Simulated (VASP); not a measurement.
```yaml
crystal:
  lattice:
    - [2.14580, -3.71663, 0.00000]
    - [2.14580, 3.71663, 0.00000]
    - [0.00000, 0.00000, 6.99731]
  atoms:
    - { symbol: Cd, position: [0.66667, 0.33333, 0.50000] }
    - { symbol: Cd, position: [0.33333, 0.66667, 0.00000] }
    - { symbol: Se, position: [0.66667, 0.33333, 0.87600] }
    - { symbol: Se, position: [0.33333, 0.66667, 0.37600] }
```

Calculation: SCAN meta-GGA, VASP's PBE PAW potentials (set 64) (plane waves; VASP 6.6.1). Run with 520 eV cut-off, 6×6×3 Γ-centred mesh, Gaussian smearing of 0.050 eV, potentials Cd Se.

### Question
Give the stress tensor in GPa (positive for a compressed cell).

### Answer

```
1.62  0.00  0.00
0.00  1.62  0.00
0.00  0.00  1.69
```
The pressure is its mean diagonal, 1.64 GPa.

The compound is CdSe in the wurtzite structure. This cell is one point of a volume scan, at 0.97 of the reference volume.
